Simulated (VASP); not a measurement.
Consider the following.

```
AlRu
1.0
    3.01281     0.00000     0.00000
    0.00000     3.01281     0.00000
    0.00000     0.00000     3.01281
Al Ru
1 1
Direct
  0.50000   0.50000   0.50000
  0.00000   0.00000   0.00000
```

Computed with r2SCAN meta-GGA, VASP's PBE PAW potentials (set 64) (plane waves; VASP 6.6.1). Numerical set-up: 520 eV cut-off, 12×12×12 Γ-centred mesh, first-order Methfessel-Paxton smearing of 0.10 eV, potentials Al Ru_pv.

Problem. Estimate the energy per atom (σ→0), pressure, band gap (on the k-mesh) with the smallest direct gap where there is one.

Solution. 
```yaml
band gap (on the k-mesh): none (metal, semimetal or under 0.01 eV)
energy per atom (σ→0): -16.799 eV/atom
pressure: -6.37 GPa
```

The absolute energy has meaning only against runs of the same code, potentials and settings.

The compound is RuAl in the CsCl type structure. This cell is one point of a volume scan, at 1.03 of the reference volume. The electron count is odd and the run is not spin-polarised, which forces a metal.
